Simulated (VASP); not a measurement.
These are PBE GGA with spin-orbit coupling, VASP's PBE PAW potentials (set 64) (plane waves; VASP) values and carry that method's errors.

VASP ran on this input.

### POSCAR
```
Fe
1.4155320
 -1.0000000998   1.0000000998   1.0000000998
  1.0000000998  -1.0000000998   1.0000000998
  1.0000000998   1.0000000998  -1.0000000998
Fe
1
direct
  0.0000000000   0.0000000000   0.0000000000
```

INCAR:
```
SYSTEM=Fe
PREC=Accurate; ENCUT=400; LREAL=F
LASPH=T; ISYM=2; NBANDS=18
ICHARG=11
EDIFF=1E-7; NELM=100; ALGO=Normal
LMAXMIX=4
ISMEAR=-5
GGA=PE; GGA_COMPAT=F
MAGMOM=2*0 2.2
SAXIS=0 0 1
LSORBIT=T
LWAVE=F; LCHARG=F; LORBIT=11
LORBMOM=T
```

**KPOINTS**
```
K-points
0
gamma
20 20 20
0 0 0
```

POTCAR, in this order: Fe (PBE.64 set). Program: vasp_ncl. Read from the step before: CHGCAR.

Output

**OUTCAR**
```
 ion  position               nearest neighbor table
   1  0.000  0.000  0.000-
  LATTYP: Found a body centered cubic cell.
 ALAT       =     2.8310642826
 Subroutine PRICEL returns:
 Original cell was already a primitive cell.
 Subroutine GETGRP returns: Found 48 space group operations
The static configuration has the point symmetry O_h .
The dynamic configuration has the point symmetry O_h .
 Subroutine GETGRP returns: Found  8 space group operations
The overall configuration has the point symmetry C_4h.
 Subroutine INISYM returns: Found  8 space group operations
 Subroutine IBZKPT returns following result:
 Found   1062 irreducible k-points:

 Following reciprocal coordinates:
            Coordinates               Weight
  0.000000  0.000000  0.000000      1.000000
  0.050000  0.000000  0.000000      8.000000
  0.000000  0.000000  0.050000      4.000000
  0.100000  0.000000  0.000000      8.000000
  0.000000  0.000000  0.100000      4.000000
  0.150000  0.000000  0.000000      8.000000
  0.000000  0.000000  0.150000      4.000000
  0.200000  0.000000  0.000000      8.000000
  0.000000  0.000000  0.200000      4.000000
  0.250000  0.000000  0.000000      8.000000
  0.000000  0.000000  0.250000      4.000000
  0.300000  0.000000  0.000000      8.000000
  0.000000  0.000000  0.300000      4.000000
  0.350000  0.000000  0.000000      8.000000
  0.000000  0.000000  0.350000      4.000000
  0.400000  0.000000  0.000000      8.000000
  0.000000  0.000000  0.400000      4.000000
  0.450000  0.000000  0.000000      8.000000
  0.000000  0.000000  0.450000      4.000000
  0.500000  0.000000  0.000000      4.000000
  0.000000  0.000000  0.500000      2.000000
  0.050000  0.050000  0.000000      8.000000
  0.000000  0.050000  0.050000      8.000000
...
```

### OSZICAR
```
       N       E                     dE             d eps       ncg     rms          rms(c)
DAV:   1     0.319229743095E+02    0.31923E+02   -0.30733E+03 41576   0.972E+02
DAV:   2    -0.700946181245E+01   -0.38932E+02   -0.33912E+02 38462   0.188E+02
DAV:   3    -0.823939024087E+01   -0.12299E+01   -0.11889E+01 42720   0.438E+01
DAV:   4    -0.824902269820E+01   -0.96325E-02   -0.96235E-02 41322   0.354E+00
DAV:   5    -0.824915260550E+01   -0.12991E-03   -0.12992E-03 40910   0.397E-01
DAV:   6    -0.824915528732E+01   -0.26818E-05   -0.26817E-05 41454   0.518E-02
DAV:   7    -0.824915535159E+01   -0.64271E-07   -0.64759E-07 41270   0.814E-03
   1 F= -.82491554E+01 E0= -.82491554E+01  d E =0.000000E+00  mag=     0.0000     0.0000     2.1828
```

File OUTCAR:
```



 magnetization (x)

# of ion       s       p       d       tot
------------------------------------------
    1       -0.000  -0.000   0.000  -0.000

 magnetization (y)

# of ion       s       p       d       tot
------------------------------------------
    1       -0.000   0.000   0.000  -0.000

 magnetization (z)

# of ion       s       p       d       tot
------------------------------------------
    1       -0.015  -0.063   2.253   2.174

 orbital moment (x)

 # of ion     p       d       tot
 ----------------------------------------
  1         0.000  -0.000  -0.000

 orbital moment (y)

 # of ion     p       d       tot
 ----------------------------------------
  1        -0.000  -0.000  -0.000

 orbital moment (z)

 # of ion     p       d       tot
 ----------------------------------------
  1         0.000   0.045   0.045

 Ion:    1  E_soc:     -0.0124290
```
(Selected blocks of OUTCAR.)

### OUTCAR
```
 val. band max:        6.0195141082   @ k =   0.0000   0.0000   0.4500

 cond. band min:       5.7114786306   @ k =  -0.3500   0.3500   0.1000



 k-point     1 :       0.0000    0.0000    0.0000
  band No.  band energies     occupation
      1      -2.5402      1.00000
      2      -2.5017      1.00000
      3       3.5127      1.00000
      4       3.5392      1.00000
      5       3.5712      1.00000
      6       4.7328      1.00000
      7       4.7421      1.00000
      8       5.3997      1.00000
      9       5.4184      1.00000
     10       5.4506      1.00000
     11       7.4924      0.00000
     12       7.4933      0.00000
     13      30.5147      0.00000
     14      30.5147      0.00000
     15      30.5147      0.00000
     16      30.9802      0.00000
     17      30.9802      0.00000
     18      30.9802      0.00000

 k-point     2 :       0.0500    0.0000    0.0000
  band No.  band energies     occupation
      1      -2.4362      1.00000
      2      -2.3973      1.00000
      3       3.5014      1.00000
      4       3.5432      1.00000
      5       3.6044      1.00000
      6       4.7108      1.00000
      7       4.7381      1.00000
      8       5.3796      1.00000
      9       5.4213      1.00000
     10       5.4882      1.00034
     11       7.4546      0.00000
     12       7.4949      0.00000
     13      29.9313      0.00000
     14      30.2562      0.00000
     15      30.4032      0.00000
     16      30.4803      0.00000
     17      30.8254      0.00000
     18      30.9023      0.00000

 k-point     3 :       0.0000    0.0000    0.0500
  band No.  band energies     occupation
      1      -2.4362      1.00000
      2      -2.3973      1.00000
      3       3.5046      1.00000
      4       3.5376      1.00000
      5       3.6069      1.00000
      6       4.7045      1.00000
      7       4.7446      1.00000
      8       5.3842      1.00000
      9       5.4125      1.00000
     10       5.4920      1.00011
...
```

The density is held fixed in this step, so its total energy and stress have no physical meaning. Moments are given in the frame of SAXIS.

The compound is Fe in the bcc structure. It was relaxed first.
